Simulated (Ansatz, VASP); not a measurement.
Given: the input of a run of VASP 6.6.1 on CdNiSe3. The cell comes from a database or a generator and needn't be the stable form of this composition.

INCAR

```
PREC = Accurate
ENCUT = 600
EDIFF = 1E-6
ISMEAR = -1
SIGMA = 0.05
LREAL = F
LASPH = T
NELM = 120
ALGO = Normal
ISIF = 3
LWAVE = F
LCHARG = F
ISPIN = 2
MAGMOM = 0 1 0 0 0
LORBIT = 11
LMAXMIX = 4
GGA = B5
ALDAX = 1.0
AGGAX = 1.0
AGGAC = 1.0
ALDAC = 0.0
IBRION = 2
NSW = 60
EDIFFG = -0.01
```

File KPOINTS:

```
Automatic mesh
0
Gamma
  5 5 5
```

POSCAR

```
CdNiSe3
1.0
    4.7673800000      0.0000000000      0.0000000000
    0.0000000000      4.7673800000      0.0000000000
    0.0000000000      0.0000000000      4.7673800000
Cd Ni Se
1 1 3
Direct
    0.5000000000      0.5000000000      0.5000000000
    0.0000000000      0.0000000000      0.0000000000
    0.5000000000      0.0000000000      0.0000000000
    0.0000000000      0.5000000000      0.0000000000
    0.0000000000      0.0000000000      0.5000000000
```

Potentials or basis: VASP PAW PBE potentials, release 64 (Cd, Ni, Se).

Run with:

```bash
$ cat potpaw_PBE.64/Cd/POTCAR potpaw_PBE.64/Ni/POTCAR potpaw_PBE.64/Se/POTCAR > POTCAR
$ mpirun -np 1 vasp_std > vasp.out
```

What does the same run look like in Ansatz 0.2.0? Potentials or basis there: Ansatz PAW, cutoff 420 eV.

As run (cutoffs and basis follow the program's own potentials, and thresholds, step limits or extra output files can differ):

File input.yaml:

```yaml
crystal:
  lattice:
    - [4.76738, 0.0, 0.0]
    - [0.0, 4.76738, 0.0]
    - [0.0, 0.0, 4.76738]
  atoms:
    - { symbol: Cd, position: [0.5, 0.5, 0.5] }
    - { symbol: Ni, position: [0.0, 0.0, 0.0], spin: 1.0 }
    - { symbol: Se, position: [0.5, 0.0, 0.0] }
    - { symbol: Se, position: [0.0, 0.5, 0.0] }
    - { symbol: Se, position: [0.0, 0.0, 0.5] }
hamiltonian:
  xc: blyp
  pseudopotentials: { kind: paw }
magnetization:
  spin_polarized: true
kpoints:
  mp_grid: { grid: [5, 5, 5] }
scf:
  occupations: { method: fermi_dirac, width: 0.05 }
output:
  forces: true
  stress: true
  eigenvalues: true
relax:
  f_tol: 0.01
  max_steps: 40
  cell: { stress_tol: 0.05 }
```

Potentials or basis: Ansatz PAW.

Run with:

```sh
$ ansatz run input.yaml --threads 2 --pin off --max-ram 5632MiB --backend cpu --events-out ev --progress --plain --runs-dir out
```

Both were run:

|  | VASP | Ansatz |
| --- | --- | --- |
| Relaxed volume | 23.53 Å³/atom | 23.46 Å³/atom |
| Relaxed cell | a = 4.900 Å, b = 4.900 Å, c = 4.900 Å, α = 90.00°, β = 90.00°, γ = 90.00° | a = 4.895 Å, b = 4.895 Å, c = 4.895 Å, α = 90.00°, β = 90.00°, γ = 90.00° |
| Space group after relaxing | Pm-3m (No. 221) | Pm-3m (No. 221) |
| Pressure after relaxing | 0.0 GPa | 0.0 GPa |
| Net moment | 0.00 μB per cell | 0.00 μB per cell |

Ansatz's pressure holds a Pulay term of +0.03 GPa for its cutoff of 420 eV, which the other run lacks.

The potentials hold 40 and 86 valence electrons a cell.

VASP's potentials were made for PBE. Ansatz's potentials were made for PBE.

Where Ansatz's input types no cutoff or centring, it takes its own default and a Γ-centred mesh.

The magnetic state is the one that the start led to; the real crystal's order can differ.

Pressure is positive in compression.
